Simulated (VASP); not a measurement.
The input files of a VASP run:

**KPOINTS**
```
k-points along high-symmetry lines
6
Line-mode
Reciprocal
  0.000000   0.000000   0.000000 ! GAMMA
 -0.500000  -0.500000   0.000000 ! X

 -0.500000  -0.500000   0.000000 ! X
 -0.375000  -0.375000   0.250000 ! U

 -0.375000  -0.000000   0.375000 ! K
  0.000000   0.000000   0.000000 ! GAMMA

  0.000000   0.000000   0.000000 ! GAMMA
 -0.000000  -0.000000   0.500000 ! L

 -0.000000  -0.000000   0.500000 ! L
 -0.500000  -0.250000   0.250000 ! W

 -0.500000  -0.250000   0.250000 ! W
 -0.500000  -0.500000   0.000000 ! X
```

**INCAR**
```
SYSTEM = CuI
PREC = Accurate
ENCUT = 400
EDIFF = 1E-6
NELM = 100
ALGO = Normal
LREAL = .FALSE.
LASPH = .TRUE.
ISMEAR = 0
SIGMA = 0.05
GGA = PE
LMAXMIX = 4
LWAVE = .FALSE.
LCHARG = .FALSE.
ISIF = 2
```

**POSCAR**
```
CuI
1
    0.0000000000     3.0855000000     3.0855000000
    3.0855000000     0.0000000000     3.0855000000
    3.0855000000     3.0855000000     0.0000000000
Cu I
1 1
Direct
  0.0000000000   0.0000000000   0.0000000000
  0.2500000000   0.2500000000   0.2500000000
```

POTCAR, in this order: Cu I (PBE.64 set). Program: vasp_std.

The run wrote:

### standard output
```
 POSCAR found type information on POSCAR CuI
 POSCAR found :  2 types and       2 ions
 Reading from existing POTCAR
 Reading from existing POTCAR
 LDA part: xc-table for (Slater+PW92), standard interpolation
 POSCAR, INCAR and KPOINTS ok, starting setup
 WAVECAR not read
 entering main loop
       N       E                     dE             d eps       ncg     rms          rms(c)
DAV:   1     0.990983706791E+02    0.99098E+02   -0.68609E+03   936   0.117E+03
DAV:   2     0.221080156260E+01   -0.96888E+02   -0.90310E+02   946   0.242E+02
DAV:   3    -0.478189451830E+01   -0.69927E+01   -0.68152E+01  1275   0.751E+01
DAV:   4    -0.501435084318E+01   -0.23246E+00   -0.23234E+00  1159   0.127E+01
DAV:   5    -0.502211438170E+01   -0.77635E-02   -0.77633E-02  1330   0.241E+00    0.460E+00
DAV:   6    -0.494170456693E+01    0.80410E-01   -0.33800E+00  1007   0.527E+01    0.318E+00
DAV:   7    -0.479797122907E+01    0.14373E+00   -0.80832E-01  1101   0.312E+01    0.155E+00
DAV:   8    -0.480150546018E+01   -0.35342E-02   -0.54821E-02  1323   0.408E+00    0.541E-01
DAV:   9    -0.479928891338E+01    0.22165E-02   -0.17717E-02  1199   0.427E+00    0.922E-02
DAV:  10    -0.479958338032E+01   -0.29447E-03   -0.14086E-03  1409   0.101E+00    0.494E-02
DAV:  11    -0.479959189749E+01   -0.85172E-05   -0.28044E-04  1398   0.469E-01    0.125E-02
DAV:  12    -0.479959931444E+01   -0.74170E-05   -0.32308E-05  1330   0.801E-02    0.127E-02
DAV:  13    -0.479959993746E+01   -0.62302E-06   -0.20784E-06  1044   0.479E-02
   1 F= -.47995999E+01 E0= -.47995999E+01  d E =-.159949E-11
```

### OUTCAR
```
------------------------ aborting loop because EDIFF is reached ----------------------------------------
  FORCE on cell =-STRESS in cart. coord.  units (eV):
  Direction    XX          YY          ZZ          XY          YZ          ZX
  --------------------------------------------------------------------------------------
  Total        0.6073967      0.6073967      0.6073967     -0.0000000     -0.0000000      0.0000000
  in kB       16.5644259     16.5644259     16.5644259     -0.0000000     -0.0000000      0.0000000
  external PRESSURE =      16.5644259 kB  Pullay stress =       0.0000000 kB
  volume of cell :       58.75
      direct lattice vectors                 reciprocal lattice vectors
     0.000000000  3.085500000  3.085500000    -0.162048290  0.162048290  0.162048290
     3.085500000  0.000000000  3.085500000     0.162048290 -0.162048290  0.162048290
     3.085500000  3.085500000  0.000000000     0.162048290  0.162048290 -0.162048290
  FREE ENERGIE OF THE ION-ELECTRON SYSTEM (eV)
  ---------------------------------------------------
  free  energy   TOTEN  =        -4.7995999375 eV

  energy  without entropy=       -4.7995999375  energy(sigma->0) =       -4.79959994
```
(Selected blocks of OUTCAR.)

**Question.** The run ends quietly. Is anything wrong with it?

**Answer.** The cause: a line-mode KPOINTS file was used for a self-consistent run. The run ends without an error. Against the sound run, the energy per atom (σ→0) rises by 0.374 eV/atom; the pressure rises by 3.41 GPa. To mend it, correct KPOINTS.
### KPOINTS
```
Automatic mesh
0
Gamma
6 6 6
0 0 0
```
The mended run (PBE GGA, plane waves, VASP's PBE PAW potentials (set 64)) converges, and its OSZICAR ends with
```
   1 F= -.55485544E+01 E0= -.55485544E+01  d E =-.104337E-14
```

The compound is CuI in the zinc blende structure. The cell was not relaxed at this level.
